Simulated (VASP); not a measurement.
SrZr2O3:

```
CELL_PARAMETERS angstrom
3.30808 0.00000 0.00000
-1.65404 2.86488 0.00000
0.00000 0.00000 8.47500
ATOMIC_POSITIONS crystal
Sr 0.00000 0.00000 0.00000
Zr 0.66667 0.33333 0.65204
Zr 0.33333 0.66667 0.34796
O 0.00000 0.00000 0.50000
O 0.33333 0.66667 0.80201
O 0.66667 0.33333 0.19799
```

The cell was built by a generator and needn't be a form met in nature.

* Program: VASP 6.6.1
* Task: relaxation of cell and atoms
* Functional: PBE
* Potentials or basis: VASP PAW PBE potentials, release 64 (Sr_sv, Zr_sv, O)
* Cutoff: 520 eV
* k mesh: 10 × 10 × 4
* Occupations: gaussian, width 0.1 eV
* Spin: no spin polarisation

At the start: pressure 0.7 GPa; volume 13.39 Å³/atom.

Q: Where does the relaxation end?

A: Over 12 steps the energy falls by 9.8 meV/atom and the volume is 13.53 Å³/atom (+1.1 %); space group P-3m1 (No. 164, to 0.05 Å).

The path:
```csv
step,energy change (eV),largest force (eV/Å),pressure (GPa),volume (Å³)
1,0.0000,0.5330,0.65,80.32
2,-0.0374,0.1778,-0.28,80.95
3,-0.0474,0.2177,-0.86,81.53
4,-0.0551,0.1501,0.90,80.74
5,-0.0552,0.1477,0.74,80.82
6,-0.0581,0.0319,-0.33,81.36
7,-0.0583,0.0483,-0.11,81.24
8,-0.0587,0.0209,0.06,81.16
9,-0.0588,0.0132,0.17,81.10
10,-0.0589,0.0197,-0.13,81.26
11,-0.0589,0.0177,-0.04,81.21
12,-0.0589,0.0016,0.01,81.20
```

Final structure:
```
Sr Zr O
1.0
     3.37103    0.00000    0.00000
    -1.68551    2.91939    0.00000
     0.00000    0.00000    8.25068
Sr Zr O
1 2 3
Direct
  0.00000 0.00000 0.00000
  0.66667 0.33333 0.64666
  0.33333 0.66667 0.35334
  0.00000 0.00000 0.50000
  0.33333 0.66667 0.79884
  0.66667 0.33333 0.20116
```
